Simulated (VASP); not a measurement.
Input:

```yaml
crystal:
  lattice:
    - [-1.60500, 1.60500, 3.92500]
    - [1.60500, -1.60500, 3.92500]
    - [1.60500, 1.60500, -3.92500]
  atoms:
    - { symbol: Si, position: [0.66500, 0.66500, 0.00000] }
    - { symbol: Si, position: [0.33500, 0.33500, 0.00000] }
    - { symbol: Mo, position: [0.00000, 0.00000, 0.00000] }
```

These are PBE GGA, VASP's PBE PAW potentials (set 64) (plane waves; VASP) values and carry that method's errors. Settings: 400 eV cut-off, 10×10×10 Γ-centred mesh, first-order Methfessel-Paxton smearing of 0.10 eV, potentials Si Mo_sv.

Problem. Give the stress tensor in GPa (positive for a compressed cell).

Solution. 
```
1.24  0.00  0.00
0.00  1.24  0.00
0.00  0.00  1.44
```
The pressure is its mean diagonal, 1.31 GPa.

The compound is MoSi2 in the MoSi2 type structure. The cell was not relaxed at this level.
